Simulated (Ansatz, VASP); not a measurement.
Si2Sb2Se in VASP and in Ansatz

The input INCAR:

```
PREC = Accurate ; ENCUT = 520
EDIFF = 1E-7 ; ISMEAR = 0
SIGMA = 0.1 ; LREAL = False
LASPH = True ; NELM = 60
ALGO = Normal ; ISIF = 2
LWAVE = False ; LCHARG = False
GGA = PE ; NBANDS = 20
```

KPOINTS

```
Automatic mesh
0
Gamma
  4 4 4
```

The input POSCAR:

```
Si2Sb2Se
1.0
    3.2142799400     -4.2200717400      0.0000000000
    3.2142799400      4.2200717400      0.0000000000
    0.0000000000      0.0000000000      5.3670018300
Si Sb Se
2 2 1
Direct
    0.0000000000      0.0000000000      0.0000000000
    0.5000000000      0.5000000000      0.0000000000
    0.0000000000      0.5000000000      0.0000000000
    0.5000000000      0.0000000000      0.0000000000
    0.5000000000      0.5000000000      0.5000000000
```

Input for Ansatz:

```yaml
crystal:
  lattice:
    - [3.21427994, -4.22007174, 0.0]
    - [3.21427994, 4.22007174, 0.0]
    - [0.0, 0.0, 5.36700183]
  atoms:
    - { symbol: Si, position: [0.0, 0.0, 0.0] }
    - { symbol: Si, position: [0.5, 0.5, 0.0] }
    - { symbol: Sb, position: [0.0, 0.5, 0.0] }
    - { symbol: Sb, position: [0.5, 0.0, 0.0] }
    - { symbol: Se, position: [0.5, 0.5, 0.5] }
basis:
  ecutwfc: 420
kpoints:
  mp_grid: { grid: [4, 4, 4] }
hamiltonian:
  xc: pbe
scf:
  occupations: { method: gaussian, width: 0.1 }
  lower_state_search: "off"
output:
  forces: true
  stress: true
  eigenvalues: true
```

Alike in both runs: task single point; functional PBE; k mesh 4 × 4 × 4; occupations gaussian, width 0.1 eV; no spin polarisation.

|  | VASP | Ansatz |
| --- | --- | --- |
| version | VASP 6.6.1 | Ansatz 0.2.0 |
| potentials or method | VASP PAW PBE potentials, release 64 (Si, Sb, Se) | scalar-relativistic, plane waves, PAW |
| plane-wave cutoff (eV) | 520 | 420 |
| valence electrons in the cell | 24 | 54 |

```csv
,VASP,Ansatz,Ansatz less VASP
gap on the k mesh at the Fermi level (eV),none,none,-
pressure (GPa),3.0,2.9,-0.11
largest component of the traceless stress (GPa),8.35,8.23,-0.116
```

A gap of «none» marks a metal or a gap that the smearing closes. The two sets of potentials don't hold the same shells in valence.

Spin-orbit coupling is left out, which matters for the levels of Sb.
